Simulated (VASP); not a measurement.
Crystal: Mo.

```
CELL_PARAMETERS angstrom
-1.57342 1.57342 1.57342
1.57342 -1.57342 1.57342
1.57342 1.57342 -1.57342
ATOMIC_POSITIONS crystal
Mo 0.00000 0.00000 0.00000
```

```yaml
Program: VASP 6.6.1
Task: relaxation of cell and atoms
Functional: PBE
Potentials_or_basis: VASP PAW PBE potentials, release 64 (Mo_sv)
Cutoff: 520 eV
k_mesh: 18 × 18 × 18
Occupations: gaussian, width 0.1 eV
Spin: non-collinear spin, zero start, spin-orbit coupling
Starting_moments: "[[0.0, 0.0, 0.0]] μB"
```

At the start: pressure 4.1 GPa; volume 15.58 Å³/atom.

Q: How do energy, volume and symmetry change on relaxing?

A: Over 4 steps the energy falls by 3.0 meV/atom and the volume is 15.82 Å³/atom (+1.5 %); space group Im-3m (No. 229, to 0.05 Å); moment 0.00 μB per cell.

Step by step:
```tsv
step	energy change (eV)	largest force (eV/Å)	pressure (GPa)	volume (Å³)
1	0.0000	0.0000	4.08	15.58
2	0.0185	0.0000	-9.84	16.49
3	-0.0030	0.0000	-0.06	15.82
4	-0.0030	0.0000	0.02	15.82
```

Final structure:
```yaml
crystal:
  lattice:
    - [-1.58140, 1.58140, 1.58140]
    - [1.58140, -1.58140, 1.58140]
    - [1.58140, 1.58140, -1.58140]
  atoms:
    - { symbol: Mo, position: [0.00000, 0.00000, 0.00000] }
```
